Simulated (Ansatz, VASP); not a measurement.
# BAs in two plane-wave programs

One calculation is typed for both programs; each brings its own data sets. How far apart do they land? The structure shown comes from an earlier run, which isn't shown and may have moved the atoms alone.

Main program and level: Ansatz 0.2.0; plane waves, with VASP 6.6.1 beside it; LDA.

### 1. The structure

The structure is cubic, space group F-43m (No. 216). The conventional cell has a = 4.719 Å, b = 4.719 Å, c = 4.719 Å, α = 90.00°, β = 90.00°, γ = 90.00°. B has 4 As at 2.04 Å nearest. Nearest to As lie 4 B at 2.04 Å. Farther neighbours are not listed.

### 2. Ansatz: elastic constants, LDA

Ansatz runs on norm-conserving files, of PseudoDojo where its log says so.

Elastic constants are differences of stresses under small strains, so they test the stress and the mesh.

File input.yaml:

```yaml
crystal:
  lattice:
    - [0.0, 2.3596971098, 2.3596971098]
    - [2.3596971098, 0.0, 2.3596971098]
    - [2.3596971098, 2.3596971098, 0.0]
  atoms:
    - { symbol: B, position: [0.0, 0.0, 0.0] }
    - { symbol: As, position: [0.25, 0.25, 0.25] }
kpoints:
  mp_grid: { grid: [8, 8, 8] }
hamiltonian:
  xc: lda
  pseudopotentials: { kind: nc, accuracy: standard }
scf:
  occupations: { method: fixed }
output:
  forces: true
  stress: true
  eigenvalues: true
elastic:
  mode: relaxed_ion
```

Run with:

```console
$ ansatz run input.yaml --threads 2 --pin off --max-ram 4096MiB --backend cpu --events-out ev --progress --plain --runs-dir out
```

Log:

```text
Engine: ansatz 0.2.0, x86_64-unknown-linux-gnu
Pseudopotentials: kind: nc
Pseudopotential: B, nc, valence charge 3, recommended cutoff 1034.032677 eV (normal), B.nc.azcp (PseudoDojo's, or run here from an input of PseudoDojo's; its table is named by hamiltonian.pseudopotentials.accuracy)
Pseudopotential: As, nc, valence charge 15, recommended cutoff 1088.45545 eV (normal), As.nc.azcp (PseudoDojo's, or run here from an input of PseudoDojo's; its table is named by hamiltonian.pseudopotentials.accuracy)
Functional definition: SPW92
  exchange = slater_x
  correlation = pw_c
Crystal: 2 atoms, lattice volume = 26.278 Å³
Basis set: ecut = 1088.45545 eV, 2109 PW (Γ)
Bands: 13, of which v1, the nominal top of the filled ones, is band 9 counted from 1 (8 counted from 0)
Symmetry: 24 space group operations
Space group: F-43m (ITA 216), of the structure as read, at distance tolerance 3.0e-5 Å
k-points: 29 of 512 (time reversal used)
Non-local potential: B, projectors of the file, l = 0: 2, l = 1: 2
Non-local potential: As, projectors of the file, l = 0: 2, l = 1: 2, l = 2: 2
Initial density: superposition of atomic densities (chi_scale 0.1, normalization cell, long waves kept (reshape's long-wave potential 0.00 eV rms))
Initial wavefunctions: pseudopotential atomic-orbital guess
Functional: x = slater, c = lda
SCF iter   1: F=—  HF=-2965.094459 eV  |F-HF|=—  |Δ(HF+E_count)|=         —  Δρ=8.45e-2  dr2=2.44e0  ethr=3.10e-3  ⟨swp⟩=4.3  Hψ=1953  notcnv=0  defer=47
preconditioner: auto → none  [insulator: Δε(μ)=1.836 eV  Ē_g=12.722 eV  n_scr=8 (ndim 8)  ℏωp=20.5 eV  f_vac=0.000  ε∞_Penn≈3.6]
SCF iter   2: F=—  HF=-2964.327811 eV  |F-HF|=—  |Δ(HF+E_count)|=   7.67e-1  Δρ=2.66e-2  dr2=1.61e-1  ethr=3.10e-3  ⟨swp⟩=3.0  Hψ=847  notcnv=0  defer=47
SCF iter   3: F=—  HF=-2964.284243 eV  |F-HF|=—  |Δ(HF+E_count)|=   4.36e-2  Δρ=1.12e-2  dr2=2.03e-2  ethr=8.94e-4  ⟨swp⟩=2.6  Hψ=540  notcnv=0  defer=54
SCF iter   4: F=—  HF=-2964.279668 eV  |F-HF|=—  |Δ(HF+E_count)|=   4.57e-3  Δρ=3.26e-3  dr2=1.77e-3  ethr=1.13e-4  ⟨swp⟩=2.0  Hψ=455  notcnv=0  defer=52
SCF iter   5: F=—  HF=-2964.279307 eV  |F-HF|=—  |Δ(HF+E_count)|=   3.61e-4  Δρ=3.89e-4  dr2=2.16e-5  ethr=9.85e-6  ⟨swp⟩=2.9  Hψ=563  notcnv=0  defer=52
SCF iter   6: F=—  HF=-2964.279312 eV  |F-HF|=—  |Δ(HF+E_count)|=   4.43e-6  Δρ=5.53e-5  dr2=4.34e-7  ethr=1.20e-7  ⟨swp⟩=2.0  Hψ=604  notcnv=0  defer=41
SCF iter   7: F=—  HF=-2964.279307 eV  |F-HF|=—  |Δ(HF+E_count)|=   4.83e-6  Δρ=9.58e-6  dr2=1.26e-8  ethr=2.41e-9  ⟨swp⟩=2.4  Hψ=574  notcnv=0  defer=22
SCF iter   8: F=—  HF=-2964.279307 eV  |F-HF|=—  |Δ(HF+E_count)|=   4.71e-9  Δρ=1.25e-6  dr2=9.90e-11  ethr=6.99e-11  ⟨swp⟩=2.2  Hψ=595  notcnv=0  defer=22
SCF iter   9: F=—  HF=-2964.279307 eV  |F-HF|=—  |Δ(HF+E_count)|=  2.41e-11  Δρ=1.35e-7  dr2=1.68e-12  ethr=5.50e-13 (applied; sched 1.00e-12)  ⟨swp⟩=2.2  Hψ=625  notcnv=0  defer=22
SCF iter  10: F=-2964.279307 eV  HF=-2964.279307 eV  |F-HF|=4.55e-13  |Δ(HF+E_count)|=    0.00e0  Δρ=2.36e-8  dr2=2.85e-14  ethr=1.00e-12  ⟨swp⟩=7.1  Hψ=1875  notcnv=0
SCF 1 converged in 10 iterations: F = -2964.279307 eV  dr2 = 2.85e-14
Crystal: 2 atoms, lattice volume = 26.173 Å³
Symmetry: 8 space group operations
k-points: 59 of 512 (time reversal used)
Initial density: handed on by an earlier stage of this run
Initial wavefunctions: those handed on with the density
iter 1 solved again at ethr=1.03e-6 eV; its pass at ethr=3.10e-3 eV (dr2=1.85e-4 eV) is discarded
SCF iter   1: F=—  HF=-2964.278205 eV  |F-HF|=—  |Δ(HF+E_count)|=         —  Δρ=7.24e-4  dr2=1.90e-4  ethr=1.03e-6  ⟨swp⟩=2.3  Hψ=4875  notcnv=0  defer=97
preconditioner: auto → none  [insulator: Δε(μ)=1.065 eV  Ē_g=12.680 eV  n_scr=8 (ndim 8)  ℏωp=20.5 eV  f_vac=0.000  ε∞_Penn≈3.6]
SCF iter   2: F=—  HF=-2964.278147 eV  |F-HF|=—  |Δ(HF+E_count)|=   5.74e-5  Δρ=1.84e-4  dr2=9.36e-6  ethr=1.03e-6  ⟨swp⟩=2.0  Hψ=960  notcnv=0  defer=78
SCF iter   3: F=—  HF=-2964.278141 eV  |F-HF|=—  |Δ(HF+E_count)|=   6.69e-6  Δρ=7.48e-5  dr2=1.08e-6  ethr=5.20e-8  ⟨swp⟩=2.0  Hψ=974  notcnv=0  defer=16
SCF iter   4: F=—  HF=-2964.278146 eV  |F-HF|=—  |Δ(HF+E_count)|=   5.10e-6  Δρ=1.88e-5  dr2=5.61e-8  ethr=5.99e-9  ⟨swp⟩=1.3  Hψ=835  notcnv=0  defer=2
SCF iter   5: F=—  HF=-2964.278146 eV  |F-HF|=—  |Δ(HF+E_count)|=   1.87e-9  Δρ=1.82e-6  dr2=4.97e-10  ethr=3.12e-10  ⟨swp⟩=1.6  Hψ=891  notcnv=0  defer=2
SCF iter   6: F=—  HF=-2964.278146 eV  |F-HF|=—  |Δ(HF+E_count)|=  1.13e-10  Δρ=1.16e-7  dr2=1.67e-12  ethr=2.76e-12  ⟨swp⟩=2.6  Hψ=1337  notcnv=0  defer=2
SCF iter   7: F=-2964.278146 eV  HF=-2964.278146 eV  |F-HF|=1.82e-12  |Δ(HF+E_count)|=  4.55e-13  Δρ=1.76e-8  dr2=2.79e-14  ethr=1.00e-12  ⟨swp⟩=5.2  Hψ=2831  notcnv=0
SCF 2 converged in 7 iterations: F = -2964.278146 eV  dr2 = 2.79e-14
Crystal: 2 atoms, lattice volume = 26.384 Å³
iter 1 solved again at ethr=5.91e-11 eV; its pass at ethr=3.10e-3 eV (dr2=1.06e-8 eV) is discarded
[...]
SCF iter   3: F=—  HF=-2964.279266 eV  |F-HF|=—  |Δ(HF+E_count)|=   1.68e-8  Δρ=4.84e-6  dr2=1.93e-9  ethr=4.53e-10  ⟨swp⟩=2.0  Hψ=1428  notcnv=0  defer=184
SCF iter   4: F=—  HF=-2964.279266 eV  |F-HF|=—  |Δ(HF+E_count)|=  6.64e-11  Δρ=7.51e-7  dr2=8.32e-11  ethr=1.07e-11  ⟨swp⟩=2.4  Hψ=2052  notcnv=0  defer=184
SCF iter   5: F=—  HF=-2964.279266 eV  |F-HF|=—  |Δ(HF+E_count)|=  3.37e-11  Δρ=1.30e-7  dr2=1.14e-12  ethr=4.62e-13 (applied; sched 1.00e-12)  ⟨swp⟩=2.3  Hψ=1947  notcnv=0  defer=184
SCF iter   6: F=-2964.279266 eV  HF=-2964.279266 eV  |F-HF|=1.82e-12  |Δ(HF+E_count)|=    0.00e0  Δρ=2.03e-8  dr2=6.84e-14  ethr=1.00e-12  ⟨swp⟩=5.1  Hψ=4479  notcnv=0
SCF 14 converged in 6 iterations: F = -2964.279266 eV  dr2 = 6.84e-14
relax step   2: F+E_penalty+E_count = -2964.27926604 eV  Δ(F+E_penalty+E_count) = -7.409e-6 eV  max|allowed force component| = 3.271e-9 eV/Å  Δτ_max = 0.0005 Å  (6 SCF iters, accepted)
[...]
relax step   1: F+E_penalty+E_count = -2964.27908566 eV  Δ(F+E_penalty+E_count) = +0.000e0 eV  max|allowed force component| = 3.206e-2 eV/Å  Δτ_max = 0.0000 Å  (9 SCF iters, accepted)
[...]
relax step   2: F+E_penalty+E_count = -2964.27911529 eV  Δ(F+E_penalty+E_count) = -2.963e-5 eV  max|allowed force component| = 8.266e-7 eV/Å  Δτ_max = 0.0009 Å  (7 SCF iters, accepted)
iter 1 solved again at ethr=1.00e-12 eV; its pass at ethr=3.10e-3 eV (dr2=5.13e-14 eV) is discarded
SCF iter   1: F=—  HF=-2964.279115 eV  |F-HF|=—  |Δ(HF+E_count)|=         —  Δρ=1.72e-8  dr2=4.71e-14  ethr=1.00e-12  ⟨swp⟩=2.0  Hψ=6803  notcnv=0
SCF iter   2: F=-2964.279115 eV  HF=-2964.279115 eV  |F-HF|=1.36e-12  |Δ(HF+E_count)|=  2.73e-12  Δρ=5.46e-9  dr2=2.39e-15  ethr=1.00e-12  ⟨swp⟩=5.0  Hψ=4444  notcnv=0
SCF 18 converged in 2 iterations: F = -2964.279115 eV  dr2 = 2.39e-15
SCF converged after 10 iterations
Free energy (F): -2964.279307 eV
Harris-Foulkes:  -2964.279307 eV  (|F-HF|=4.55e-13)
Internal energy: -2964.279307 eV  (E = F + TS)
E sigma→0 (E₀):  -2964.279307 eV
Fermi energy:    11.656154 eV
--- Per-component energies (eV) ---
  E_band       = -203.950466
  E_kinetic    = 2128.317822
  E_local      = -2109.387612  (includes V_loc(G=0)·N_el)
  E_nonlocal   = -1384.078839
  E_hartree    = 818.416129
  E_xc         = -670.706687
  E_vxc        = -475.634099  (∫ρ·V_xc dr)
  E_ewald      = -1746.840119
  E_smearing   = -0.000000  (= −TS)
  E_closure    = 0.000000  (closes the sum)
  Σ components = -2964.279307   (vs F -2964.279307, Δ=0.00e0)
--- Forces (eV/Å), atoms counted from 1 ---
  atom   1  B      0.00000000    -0.00000000     0.00000000
  atom   2  As    -0.00000000     0.00000000     0.00000000
  max |Σ_I F_I| component: 3.52e-16 eV/Å
--- Stress (GPa, compression-positive) ---
        1.197549      -0.000000      -0.000000
       -0.000000       1.197549       0.000000
       -0.000000       0.000000       1.197549
  P = ⅓ Tr σ = 1.1975 GPa (11.975 kbar)
--- Band table (eV; the first three rows and the last of 29) ---
  k-point 0: bands = [... 5 lower, -4.0706, 11.6562, 11.6562, 11.6562, 14.9686, 14.9686, 14.9686, 16.7755]
  k-point 1: bands = [... 5 lower, -3.8071, 9.6644, 11.2016, 11.2016, 15.1604, 15.5652, 15.5652, 17.9508]
  k-point 2: bands = [... 5 lower, -3.0386, 6.6193, 10.4694, 10.4694, 14.8921, 16.3773, 16.3773, 19.7385]
  k-point 28: bands = [... 5 lower, 0.4094, 3.5651, 5.9389, 6.2415, 16.8840, 17.7264, 18.4625, 18.9494]
--- Elastic constants: 2 strain directions × 4 members + reference (group order 24) ---
  dense FFT box of the reference and of every strained cell: 36×36×36
  strains applied: 11, 23; error gains: componentwise 1.00 (the most a stress slope's error grows in a printed constant), spectral 1.73 (1 for all six strains in a standard setting)
  C = ∂σ_k/∂η_j (tension-positive GPa; Voigt order 11 22 33 23 13 12):
       295.191     79.890     79.890     -0.000      0.000      0.000
        79.890    295.191     79.890     -0.000      0.000      0.000
        79.890     79.890    295.191     -0.000      0.000      0.000
         0.000      0.000      0.000    158.358     -0.000     -0.000
        -0.000     -0.000      0.000      0.000    158.358     -0.000
        -0.000      0.000      0.000      0.000     -0.000    158.358
  reference stress σ⁰ (GPa):     -1.198     -1.198     -1.198     -0.000      0.000      0.000
  C* (energy form; C + prestress term) asymmetry max|C*_kj − C*_jk| = 5.684e-14 GPa — a small one proves nothing (zero by symmetry where the batch's group is 432, −43m or m−3m); a large one is finite-difference/SCF noise where every solve meets its electron count
  moduli (Voigt/Reuss/Hill, GPa): K = 151.66/151.66/151.66   G = 138.08/133.25/135.66   E = 313.51   ν = 0.155
  mechanically stable: yes (min eigenvalue of sym C = 158.36 GPa)
  strain η (Voigt 11):  stress-route row diagonal C_11 = 295.19 GPa, energy-path curvature d²(F+E_count+ΔE)/dδ²/Ω₀ = 295.22 GPa
    cells at ±δ against ±2δ: C11 295.20 and 295.22 GPa, apart by 0.01 % of the column's largest entry
         δ    σ_11 (GPa)             F (eV)   n_scf  n_hpsi   n_pw
    -4.000e-3      -2.3846       -2964.2781456       7   13264   2150   relax 0 steps, max|allowed force component| 1.08e-16 eV/Å
    -2.000e-3      -1.7904       -2964.2788282       3   10148   2154   relax 0 steps, max|allowed force component| 2.84e-16 eV/Å
     2.000e-3      -0.6096       -2964.2796146       3   10143   2172   relax 0 steps, max|allowed force component| 1.11e-16 eV/Å
     4.000e-3      -0.0229       -2964.2797200       5   11382   2180   relax 0 steps, max|allowed force component| 2.57e-16 eV/Å
  strain η (Voigt 23):  stress-route row diagonal C_44 = 158.36 GPa, energy-path curvature d²(F+E_count+ΔE)/dδ²/Ω₀ = 158.94 GPa
    cells at ±δ against ±2δ: C44 158.35 and 158.32 GPa, apart by 0.02 % of the column's largest entry
         δ    σ_23 (GPa)             F (eV)   n_scf  n_hpsi   n_pw
    -4.000e-3      -0.6333       -2964.2791153       2   11749   2164   relax 3 steps, max|allowed force component| 9.62e-8 eV/Å
    -2.000e-3      -0.3167       -2964.2792660       2   12169   2162   relax 2 steps, max|allowed force component| 3.58e-7 eV/Å
     2.000e-3       0.3167       -2964.2792660       2   12172   2162   relax 2 steps, max|allowed force component| 3.27e-9 eV/Å
     4.000e-3       0.6333       -2964.2791153       2   12143   2164   relax 2 steps, max|allowed force component| 8.27e-7 eV/Å
```

(Continued in part 2 of 2.)

[Lines on the potential files, build, host, timing and source positions are cut from VASP's logs without a mark.]

[Logs are printed without paths, hosts, clocks, repeated set-up lines and the standing remarks that a program may print on its own settings, such as how far it seeks lower states.]

[Hosts, paths, dates, database ids (printed as entryN), source tags and the programs' standing remarks are cut or masked in the printed files.]
